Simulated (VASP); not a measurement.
Consider the following.

```
CELL_PARAMETERS angstrom
      0.00000     3.65055     3.65055
      3.65055     0.00000     3.65055
      3.65055     3.65055     0.00000
ATOMIC_POSITIONS crystal
  Ir 0.12500 0.12500 0.12500
  Ir 0.62500 0.12500 0.12500
  Ir 0.12500 0.62500 0.12500
  Ir 0.12500 0.12500 0.62500
  Au 0.75000 0.75000 0.75000
  Au 0.50000 0.50000 0.50000
```

Calculation: PBE GGA, VASP's PBE PAW potentials (set 64) (plane waves; VASP). Numerical set-up: 300 eV cut-off, 5×5×5 Γ-centred mesh, Fermi-Dirac smearing of 0.10 eV, potentials Ir Au.

**Question.** Give the energies of bands 20 to 33 at the high-symmetry points, in eV from the Fermi level.

**Answer.** 
```csv
band,Γ,X,U,L,W
20,-3.20,-2.90,-2.39,-2.32,-2.63
21,-0.39,-1.86,-2.18,-2.32,-2.40
22,-0.39,-1.86,-1.90,-2.03,-2.40
23,-0.39,-1.60,-1.88,-2.03,-1.62
24,-0.08,-1.60,-1.72,-1.74,-1.62
25,-0.08,-1.41,-1.00,-0.70,-1.41
26,-0.08,-1.41,-0.95,-0.70,-1.41
27,0.34,-1.31,-0.86,-0.51,-0.67
28,0.39,-1.31,-0.79,-0.16,-0.67
29,0.39,-0.23,-0.11,-0.16,0.03
30,2.73,-0.23,-0.09,0.12,0.03
31,2.73,0.18,0.03,0.12,0.48
32,2.74,0.18,0.36,1.73,0.48
33,2.80,2.06,0.98,2.74,1.05
```

It has no gap at this level: it comes out as a metal or semimetal.

The structure was generated: Ir2Au was put into an ordered model structure, which need not be its known phase. The cell was not relaxed at this level.
